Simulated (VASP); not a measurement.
# Tc3Sn (P6_3/mmc) in VASP: further runs

Runs on Tc3Sn. Level: PBEsol. Tasks: single point.

Everything below comes from runs of VASP 6.6.1. Logs are shortened: lines on timing, memory, paths and dates and some standing lists are left out, and cuts for length are marked.

### Step 1. Starting point

Symmetry: P6_3/mmc, No. 194, hexagonal system. Conventional cell: a = 5.653 Å, b = 5.653 Å, c = 4.603 Å, α = 90.00°, β = 90.00°, γ = 120.00°. Sn (site symmetry -6m2) has 12 Tc at 2.83 Å as nearest neighbours. Tc (site symmetry mm2) has 8 Tc at 2.80 to 2.86 Å and 4 Sn at 2.83 Å as nearest neighbours.

The cell comes from a database or a generator and needn't be the stable form of this composition.

### Step 2. Single point, PBEsol

INCAR reads:

```
PREC = Accurate
ENCUT = 550
EDIFF = 1E-6
ISMEAR = 0
SIGMA = 0.05
LREAL = F
LASPH = T
NELM = 80
ALGO = Normal
ISIF = 2
LWAVE = F
LCHARG = T
GGA = PS
LELF = T
LVHAR = T
NBANDS = 69
```

KPOINTS reads:

```
Automatic mesh
0
Gamma
  6 6 6
```

POSCAR reads:

```
Tc3Sn
1.0
    5.6533577208      0.0000000000      0.0000000000
   -2.8266788604      4.8959514029      0.0000000000
    0.0000000000      0.0000000000      4.6031360000
Sn Tc
2 6
Direct
    0.3333333333      0.6666666667      0.7500000000
    0.6666666667      0.3333333333      0.2500000000
    0.1649190050      0.3298380100      0.2500000000
    0.1649190050      0.8350809950      0.2500000000
    0.6701619900      0.8350809950      0.2500000000
    0.8350809950      0.6701619900      0.7500000000
    0.8350809950      0.1649190050      0.7500000000
    0.3298380100      0.1649190050      0.7500000000
```

Potentials or basis: VASP PAW PBE potentials, release 64 (Sn_d_GW, Tc_sv_GW).

The run is started by

```bash
cat potpaw_PBE.64/Sn_d_GW/POTCAR potpaw_PBE.64/Tc_sv_GW/POTCAR > POTCAR
mpirun -np 1 vasp_std > vasp.out
```

OUTCAR:

```text
PREC = Accurate
   ENCUT = 550
   EDIFF = 1E-6
   ISMEAR = 0
   LREAL = F
   LASPH = T
   NELM = 80
   ISIF = 2
   GGA = PS

 ion  position               nearest neighbor table
   1  0.333  0.667  0.750-   6 2.83   8 2.83   7 2.83   7 2.83   6 2.83   8 2.83   4 2.83   4 2.83
                             5 2.83   5 2.83   3 2.83   3 2.83
   2  0.667  0.333  0.250-   3 2.83   5 2.83   4 2.83   4 2.83   3 2.83   5 2.83   7 2.83   7 2.83
                             8 2.83   8 2.83   6 2.83   6 2.83
   3  0.165  0.330  0.250-   2 2.83   2 2.83   1 2.83   1 2.83
   4  0.165  0.835  0.250-   2 2.83   2 2.83   1 2.83   1 2.83
   5  0.670  0.835  0.250-   2 2.83   2 2.83   1 2.83   1 2.83
   6  0.835  0.670  0.750-   1 2.83   1 2.83   2 2.83   2 2.83
   7  0.835  0.165  0.750-   1 2.83   1 2.83   2 2.83   2 2.83
   8  0.330  0.165  0.750-   1 2.83   1 2.83   2 2.83   2 2.83

  LATTYP: Found a hexagonal cell.
 ALAT       =     5.6533577208
 C/A-ratio  =     0.8142304498

  Lattice vectors:

 A1 = (   5.6533577208,   0.0000000000,   0.0000000000)
 A2 = (  -2.8266788604,   4.8959514029,   0.0000000000)
 A3 = (   0.0000000000,   0.0000000000,   4.6031360000)

Analysis of symmetry for initial positions (statically):
=====================================================================
 Subroutine PRICEL returns:
 Original cell was already a primitive cell.

 Routine SETGRP: Setting up the symmetry group for a
 hexagonal supercell.

 Subroutine GETGRP returns: Found 24 space group operations
 (whereof 12 operations were pure point group operations)
 out of a pool of 24 trial point group operations.

The static configuration has the point symmetry D_3d.
 The point group associated with its full space group is D_6h.

Analysis of symmetry for dynamics (positions and initial velocities):
=====================================================================
 Subroutine PRICEL returns:
 Original cell was already a primitive cell.

 Routine SETGRP: Setting up the symmetry group for a
 hexagonal supercell.

 Subroutine GETGRP returns: Found 24 space group operations
 (whereof 12 operations were pure point group operations)
 out of a pool of 24 trial point group operations.

The dynamic configuration has the point symmetry D_3d.
 The point group associated with its full space group is D_6h.

 Subroutine INISYM returns: Found 24 space group operations
 (whereof 12 operations are pure point group operations),
 and found     1 'primitive' translations

----------------------------------------------------------------------------------------

                                     Primitive cell

  volume of cell :     127.4082

  direct lattice vectors                    reciprocal lattice vectors
     5.653357721  0.000000000  0.000000000     0.176886029  0.102125197  0.000000000
    -2.826678860  4.895951403  0.000000000     0.000000000  0.204250393  0.000000000
     0.000000000  0.000000000  4.603136000     0.000000000  0.000000000  0.217243201

  length of vectors
     5.653357721  5.653357721  4.603136000     0.204250393  0.204250393  0.217243201

  position of ions in fractional coordinates (direct lattice)
     0.333333333  0.666666667  0.750000000
     0.666666667  0.333333333  0.250000000
     0.164919005  0.329838010  0.250000000
     0.164919005  0.835080995  0.250000000
     0.670161990  0.835080995  0.250000000
     0.835080995  0.670161990  0.750000000
     0.835080995  0.164919005  0.750000000
     0.329838010  0.164919005  0.750000000

  ion indices of the primitive-cell ions
   primitive index   ion index
                 1           1
                 2           2
                 3           3
                 4           4
                 5           5
                 6           6
                 7           7
                 8           8

----------------------------------------------------------------------------------------

 KPOINTS: Automatic mesh

Automatic generation of k-mesh.
 Grid dimensions read from file:
 generate k-points for:    6    6    6

 Generating k-lattice:

  Cartesian coordinates                     Fractional coordinates (reciprocal lattice)
     0.029481005  0.017020866  0.000000000     0.166666667  0.000000000  0.000000000
     0.000000000  0.034041732  0.000000000     0.000000000  0.166666667  0.000000000
     0.000000000  0.000000000  0.036207200     0.000000000  0.000000000  0.166666667

  Length of vectors
     0.034041732  0.034041732  0.036207200

  Shift w.r.t. Gamma in fractional coordinates (k-lattice)
     0.000000000  0.000000000  0.000000000

 Subroutine IBZKPT returns following result:
 ===========================================

 Found     28 irreducible k-points:

 Following reciprocal coordinates:
            Coordinates               Weight
  0.000000  0.000000  0.000000      1.000000
  0.166667  0.000000  0.000000      6.000000
  0.333333  0.000000  0.000000      6.000000
  0.500000  0.000000  0.000000      3.000000
  0.166667  0.166667  0.000000      6.000000
  0.333333  0.166667  0.000000     12.000000
[... 16 lines left out ...]
  0.166667  0.000000  0.500000      6.000000
  0.333333  0.000000  0.500000      6.000000
 [... further k-points ...]
   k-points           NKPTS =     28   k-points in BZ     NKDIM =     28   number of bands    NBANDS=     69
   number of dos      NEDOS =    301   number of ions     NIONS =      8
   total plane-waves  NPLWV =  82944
   dimension x,y,z NGX =    48 NGY =   48 NGZ =   36
   dimension x,y,z NGXF=    96 NGYF=   96 NGZF=   72
   ions per type =               2   6
   NGX,Y,Z   is equivalent  to a cutoff of  14.12, 14.12, 13.00 a.u.
   NGXF,Y,Z  is equivalent  to a cutoff of  28.23, 28.23, 26.00 a.u.
 SYSTEM =  unknown system
   PREC   = accura    normal or accurate (medium, high low for compatibility)
   ISTART =      0    job   : 0-new  1-cont  2-samecut
   ICHARG =      2    charge: 1-file 2-atom 10-const
   ISPIN  =      1    spin polarized calculation?
   LNONCOLLINEAR =      F non collinear calculations
   LSORBIT =      F    spin-orbit coupling
   LASPH  =      T    aspherical Exc in radial PAW
   ENCUT  =  550.0 eV  40.42 Ry    6.36 a.u.  10.81 10.81  8.80*2*pi/ulx,y,z
   NELM   =     80;   NELMIN=  2; NELMDL= -5     # of ELM steps
   EDIFF  = 0.1E-05   stopping-criterion for ELM
   LREAL  =      F    real-space projection
   EDIFFG = 0.1E-04   stopping-criterion for IOM
   NSW    =      0    number of steps for IOM
   IBRION =     -1    ionic relax: 0-MD 1-quasi-New 2-CG
   NFREE  =      0    steps in history (QN), initial steepest desc. (CG)
   ISIF   =      2    stress and relaxation
   ISYM   =      2    0-nonsym 1-usesym 2-fastsym
   POTIM  = 0.5000    time-step for ionic-motion
   TEBEG  =    0.0;   TEEND  =   0.0 temperature during run
   PSTRESS=    0.0 pullay stress
   NELECT =     118.0000    total number of electrons
   NUPDOWN=      -1.0000    fix difference up-down
   EMIN   =  10.00;   EMAX   =-10.00  energy-range for DOS
   EFERMI =   0.00;   METHOD = LEGACY
   ISMEAR =     0;   SIGMA  =   0.05  broadening in eV -4-tet -1-fermi 0-gaus
   EFERMI_NEDOS =   21; number of points for ismear=-14 and -15
   IALGO  =     38    algorithm
   IMIX   =      4    mixing-type and parameters
     AMIX     =   0.40;   BMIX     =  1.00
     AMIX_MAG =   1.60;   BMIX_MAG =  1.00
  volume/ion in A,a.u.               =      15.93       107.47
  Fermi-wavevector in a.u.,A,eV,Ry     =   1.595768  3.015564 34.646896  2.546475
  Thomas-Fermi vector in A             =   2.693635
   LORBIT       =      0    0 simple, 1 ext, 2 COOP (PROOUT), +10 PAW based schemes
   GGA     = PS    functional components
   LHFCALC =     F    Hartree Fock is set to
   AEXX    =    0.0000 exact exchange contribution
   IVDW    =     0    specifies the selected vdW correction
   LEPSILON=     F    determine dielectric tensor
   LRPA    =     F    only Hartree local field effects (RPA)
 non-spin polarized calculation
 Gauss-broadening in eV      SIGMA  =   0.05
  energy-cutoff  :      550.00
  volume of cell :      127.41
 maximum number of plane-waves:      3765
 NGX is ok and might be reduce to    48
   NGX = 21   NGY = 21   NGZ = 17

 number of electron     118.0000017 magnetization

 Free energy of the ion-electron system (eV)
  ---------------------------------------------------
  ext. energy  EPLUGINS =         0.00000000
  ---------------------------------------------------
  free energy    TOTEN  =       -75.77132718 eV

  energy without entropy =      -75.75181675  energy(sigma->0) =      -75.76157197

 E-fermi :  11.0357     XC(G=0): -13.4221

 val. band max:       11.0356032294   @ k =   0.3333   0.0000   0.1667
 cond. band min:      11.0377475202   @ k =   0.1667   0.1667   0.3333
 fundamental gap:      0.0021442908
 Fermi energy:        11.0357391037

 k-point     1 :       0.0000    0.0000    0.0000
  band No.  band energies     occupation
      1     -55.8019      2.00000
      2     -55.7022      2.00000
      3     -55.7022      2.00000
      4     -55.6976      2.00000
      5     -55.6513      2.00000
      6     -55.6513      2.00000
[... 61 lines left out ...]
     68      13.8737      0.00000
     69      13.9315      0.00000

 k-point     2 :       0.1667    0.0000    0.0000
  band No.  band energies     occupation
      1     -55.7967      2.00000
      2     -55.7080      2.00000
      3     -55.7023      2.00000
      4     -55.6946      2.00000
      5     -55.6537      2.00000
      6     -55.6512      2.00000
[... 61 lines left out ...]
     68      13.3952      0.00000
     69      14.1069      0.00000

 k-point     3 :       0.3333    0.0000    0.0000
  band No.  band energies     occupation
      1     -55.7837      2.00000
      2     -55.7227      2.00000
      3     -55.7024      2.00000
      4     -55.6862      2.00000
      5     -55.6607      2.00000
      6     -55.6510      2.00000
[... 1501 lines left out ...]
     68      13.0835      0.00000
     69      13.1232      0.00000

 k-point    24 :       0.3333    0.0000    0.5000
  band No.  band energies     occupation
      1     -55.7348      2.00000
      2     -55.7348      2.00000
      3     -55.6920      2.00000
      4     -55.6920      2.00000
      5     -55.6768      2.00000
      6     -55.6768      2.00000
[... 61 lines left out ...]
     68      12.8735      0.00000
     69      13.1039      0.00000

 [... further k-points ...]

------------------------ aborting loop because EDIFF is reached ----------------------------------------

  FORCE on cell =-STRESS in cart. coord.  units (eV):
  Direction    XX          YY          ZZ          XY          YZ          ZX
  --------------------------------------------------------------------------------------
  -------------------------------------------------------------------------------------
  Total       -7.8842738     -7.8842738     -8.9258454      0.0000000     -0.0000000      0.0000000
  in kB      -99.1459335    -99.1459335   -112.2438542      0.0000000     -0.0000000      0.0000000
  external PRESSURE =    -103.5119070 kB  Pullay stress =       0.0000000 kB

 VOLUME and BASIS-vectors are now :
 -----------------------------------------------------------------------------
  energy-cutoff  :      550.00
  volume of cell :      127.41
      direct lattice vectors                 reciprocal lattice vectors
     5.653357721  0.000000000  0.000000000     0.176886029  0.102125197  0.000000000
    -2.826678860  4.895951403  0.000000000     0.000000000  0.204250393  0.000000000
     0.000000000  0.000000000  4.603136000     0.000000000  0.000000000  0.217243201

 POSITION                                       TOTAL-FORCE (eV/Angst)
 -----------------------------------------------------------------------------------
     -0.00000      3.26397      3.45235        -0.000000     -0.000000     -0.000000
      2.82668      1.63198      1.15078         0.000000     -0.000000     -0.000000
      0.00000      1.61487      1.15078        -0.000000     -0.083858      0.000000
     -1.42816      4.08852      1.15078        -0.072623      0.041929     -0.000000
      1.42816      4.08852      1.15078         0.072623      0.041929      0.000000
      2.82668      3.28108      3.45235         0.000000      0.083858     -0.000000
      4.25484      0.80744      3.45235         0.072623     -0.041929      0.000000
      1.39852      0.80744      3.45235        -0.072623     -0.041929      0.000000
 -----------------------------------------------------------------------------------
    total drift:                               -0.000001      0.000001      0.000000

  FREE ENERGIE OF THE ION-ELECTRON SYSTEM (eV)
  ---------------------------------------------------
  free  energy   TOTEN  =       -75.7713271826 eV

  energy  without entropy=      -75.7518167547  energy(sigma->0) =      -75.76157197
```

It took 14 min on 1 thread of Intel Xeon Platinum 8259CL at 2.50GHz (Skylake/Cascade Lake), shared host; peak memory 0.43 GiB.

Results:

| Property | Result |
| --- | --- |
| Free energy | -75.7713 eV |
| Pressure | -10.4 GPa |
| Largest force | 0.084 eV/Å |
| Band gap on the k mesh | none (metal or under the smearing width) |

Forces on the atoms (eV/Å):
```
Sn   0.000  0.000  0.000
Sn   0.000  0.000  0.000
Tc   0.000 -0.084  0.000
Tc  -0.073  0.042  0.000
Tc   0.073  0.042  0.000
Tc   0.000  0.084  0.000
Tc   0.073 -0.042  0.000
Tc  -0.073 -0.042  0.000
```

Caveat: the PAW data sets were made with another functional, which shifts forces and pressure a little.

### Step 3. Single point, PBEsol

run.py reads:

```python
from ase.calculators.vasp import Vasp
from ase.dft.bandgap import bandgap
from ase.io import read

atoms = read('Tc3Sn.cif', primitive_cell=True, subtrans_included=False)
calc = Vasp(
    directory='calc',
    xc='pbesol',
    pp='PBE',
    setups='gw',
    prec='Accurate',
    encut=550,
    ediff=1e-07,
    ismear=0,
    sigma=0.05,
    lreal=False,
    lasph=True,
    nelm=60,
    algo='Normal',
    isif=2,
    lwave=False,
    lcharg=False,
    kpts=[6, 6, 6],
    gamma=True,
)
atoms.calc = calc

print('energy (eV):', atoms.get_potential_energy())
print('free energy (eV):', atoms.get_potential_energy(force_consistent=True))
print('forces (eV/A):')
print(atoms.get_forces())
print('stress (eV/A^3, Voigt):', atoms.get_stress())
print('Fermi level (eV):', calc.get_fermi_level())
gap, top, bottom = bandgap(calc)
print('band gap (eV):', gap, 'from (spin, k, band)', top, 'to', bottom)
```

Tc3Sn.cif reads:

```cif
data_Tc3Sn
_cell_length_a 5.65335772
_cell_length_b 5.65335772
_cell_length_c 4.60313600
_cell_angle_alpha 90.00000000
_cell_angle_beta 90.00000000
_cell_angle_gamma 120.00000000
_space_group_name_H-M_alt 'P6_3/mmc'
_space_group_name_Hall '-P 6c 2c'
_space_group_IT_number 194
loop_
_space_group_symop_operation_xyz
'x,y,z'
'-x,-y,-z'
'x-y,x,z+1/2'
'-x+y,-x,-z+1/2'
'-y,x-y,z'
'y,-x+y,-z'
'-x,-y,z+1/2'
'x,y,-z+1/2'
'-x+y,-x,z'
'x-y,x,-z'
'y,-x+y,z+1/2'
'-y,x-y,-z+1/2'
'-y,-x,-z+1/2'
'y,x,z+1/2'
'-x,-x+y,-z'
'x,x-y,z'
'-x+y,y,-z+1/2'
'x-y,-y,z+1/2'
'y,x,-z'
'-y,-x,z'
'x,x-y,-z+1/2'
'-x,-x+y,z+1/2'
'x-y,-y,-z'
'-x+y,y,z'
loop_
_atom_site_label
_atom_site_type_symbol
_atom_site_symmetry_multiplicity
_atom_site_Wyckoff_symbol
_atom_site_fract_x
_atom_site_fract_y
_atom_site_fract_z
_atom_site_occupancy
Sn1 Sn 2 d 0.3333333333 0.6666666667 0.7500000000 1
Tc1 Tc 6 h 0.1649190050 0.3298380099 0.2500000000 1
```

Potentials or basis: VASP PAW PBE potentials, release 64 (Sn_d_GW, Tc_sv_GW).

The run is started by

```bash
python run.py
```

What it wrote:

```text
energy (eV): -75.76157245
free energy (eV): -75.77132798
forces (eV/A):
[[ 0.          0.          0.        ]
 [ 0.         -0.          0.        ]
 [-0.         -0.08543645  0.        ]
 [ 0.          0.08543645 -0.        ]
 [ 0.07399013 -0.04271822  0.        ]
 [-0.07399013  0.04271822  0.        ]
 [ 0.07399013  0.04271822 -0.        ]
 [-0.07399013 -0.04271822  0.        ]]
stress (eV/A^3, Voigt): [ 0.06187958  0.06187958  0.06986725 -0.          0.          0.        ]
Fermi level (eV): 11.03574748
band gap (eV): 0.0 from (spin, k, band) (None, None, None) to (None, None, None)
```

OUTCAR:

```text
ENCUT = 550.000000
   EDIFF = 1.00e-07
   GGA = PS
   PREC = Accurate
   ISIF = 2
   ISMEAR = 0
   NELM = 60
[... 2002 lines left out ...]
     -1.42816      4.08852      1.15078        -0.073990      0.042718      0.000000
      1.42816      4.08852      1.15078         0.073990      0.042718     -0.000000
      1.39852      0.80744      3.45235        -0.073990     -0.042718      0.000000
 -----------------------------------------------------------------------------------
    total drift:                               -0.000002      0.000001     -0.000001

  FREE ENERGIE OF THE ION-ELECTRON SYSTEM (eV)
  ---------------------------------------------------
  free  energy   TOTEN  =       -75.7713279777 eV

  energy  without entropy=      -75.7518169272  energy(sigma->0) =      -75.76157245
```

INCAR:

```text
ENCUT = 550.000000
SIGMA = 0.050000
EDIFF = 1.00e-07
ALGO = Normal
GGA = PS
PREC = Accurate
ISIF = 2
ISMEAR = 0
NELM = 60
LASPH = .TRUE.
LCHARG = .FALSE.
LWAVE = .FALSE.
LREAL = .FALSE.
```

Run time: 13 min. Hardware: 1 thread of Intel Xeon Platinum 8259CL at 2.50GHz (Skylake/Cascade Lake), shared host; peak memory 0.43 GiB.

Results:

```
Free energy            : -75.7713 eV
Pressure               : -10.3 GPa
Largest force          : 0.085 eV/Å
Band gap on the k mesh : none (metal or under the smearing width)
```

Forces in eV/Å, atoms in the order of the input:
```
Sn   0.000  0.000  0.000
Sn   0.000  0.000  0.000
Tc   0.000 -0.085  0.000
Tc   0.000  0.085  0.000
Tc   0.074 -0.043  0.000
Tc  -0.074  0.043  0.000
Tc   0.074  0.043  0.000
Tc  -0.074 -0.043  0.000
```

Caveat: the PAW data sets were made with another functional, which shifts forces and pressure a little.
